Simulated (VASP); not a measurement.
The cell holds one Rb (bcc) (111) slab, with vacuum along c, ions free to move until forces fall under 0.03 eV/Å, no reconstruction beyond this cell, dipole correction on.

Given:

```xyz
6
Lattice="7.8861 0.0000 0.0000 -3.9431 6.8296 0.0000 0.0000 0.0000 24.4629" Properties=species:S:1:pos:R:3 pbc="T T T"
Rb     0.0000     4.5531     8.5768
Rb     0.0000     0.0000     9.9671
Rb     3.9431     2.2765    11.2172
Rb     0.0000     4.5531    13.2457
Rb     0.0000     0.0000    14.4958
Rb     3.9431     2.2765    15.8861
```

Level of theory: PBEsol GGA, VASP's PBE PAW potentials (set 64) (plane waves; VASP). Numerical set-up: 400 eV cut-off, 4×4×1 Γ-centred mesh, first-order Methfessel-Paxton smearing of 0.10 eV, potentials Rb_sv.

Slab and bulk use different k-meshes, so the surface energy is good to a few per cent at best.

The surface energy comes out as 0.11 J/m^2, the work function is 2.15 eV and the band gap (on the k-mesh) comes out as none (metal, semimetal or under 0.01 eV).

The cell is a thin slab with vacuum, built from Rb (bcc): (111) face.
